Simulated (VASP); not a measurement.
Wanted: the native input for a VASP 6.6.1 run.

| Quantity | Value |
| --- | --- |
| Task | relaxation of the atoms |
| Functional | PBE |
| Potentials or basis | VASP PAW PBE potentials, release 64 (O, Si, Cl, Br, H) |
| Cutoff | 520 eV |
| k mesh | 1 × 1 × 1 |
| Occupations | gaussian, width 0.01 eV |
| Spin | no spin polarisation |
| Further INCAR settings | ALGO = Normal; EDIFF = 1e-06; IBRION = 2; EDIFFG = -0.005; NSW = 40 |

The structure of OSiClBrH2 lies in POSCAR:

```
SiH2BrClO
1.0
   12.0000000000      0.0000000000      0.0000000000
    0.0000000000     13.0000000000      0.0000000000
    0.0000000000      0.0000000000     12.0000000000
O Si Cl Br H
1 1 1 1 2
Direct
    0.6206960000      0.5948170000      0.4686700000
    0.5614140000      0.4895210000      0.5062980000
    0.5860880000      0.3756960000      0.3928050000
    0.3796480000      0.5093370000      0.5279630000
    0.5956380000      0.6276580000      0.3995490000
    0.6117110000      0.4589850000      0.6126700000
```

The cell isn't the ideal one: atoms moved at random, drawn with an rms of 0.02 Å.

These files were run (other wordings do the same):

INCAR

```
SYSTEM = SiH2BrClO
PREC     = Accurate       ! precision mode
ENCUT    = 520            ! plane-wave cutoff, eV
EDIFF    = 1E-6           ! SCF threshold, eV
ISMEAR   = 0              ! smearing method
SIGMA    = 0.01           ! smearing width, eV
LREAL    = .FALSE.        ! projectors in reciprocal space
LASPH    = .TRUE.         ! aspherical terms in the spheres
NELM     = 100            ! most SCF steps
ALGO     = Normal         ! electronic algorithm
ISIF     = 2              ! what is computed and relaxed
LWAVE    = .FALSE.        ! write WAVECAR
LCHARG   = .FALSE.        ! write CHGCAR
GGA      = PE             ! functional
IBRION   = 2              ! ionic algorithm
NSW      = 40             ! ionic steps
EDIFFG   = -0.005         ! ionic threshold
```

KPOINTS

```
regular mesh
0
G
  1 1 1
  0 0 0
```

Potentials or basis: VASP PAW PBE potentials, release 64 (O, Si, Cl, Br, H).

Command:

```console
$ cat potpaw_PBE.64/O/POTCAR potpaw_PBE.64/Si/POTCAR potpaw_PBE.64/Cl/POTCAR potpaw_PBE.64/Br/POTCAR potpaw_PBE.64/H/POTCAR > POTCAR
$ mpirun -np 1 vasp_gam > vasp.out
```

Results of the run:

```yaml
Energy_gained_by_relaxing: 4.6 meV/atom
Ionic_steps: 30
Largest_force_after_relaxing: 0.004 eV/Å
Gap_between_the_frontier_levels: 6.09 eV
```

Wall time 28 min on 1 thread of Intel(R) Xeon(R) Platinum 8488C (Sapphire Rapids), with other jobs on the host, peak memory 1.5 GiB.
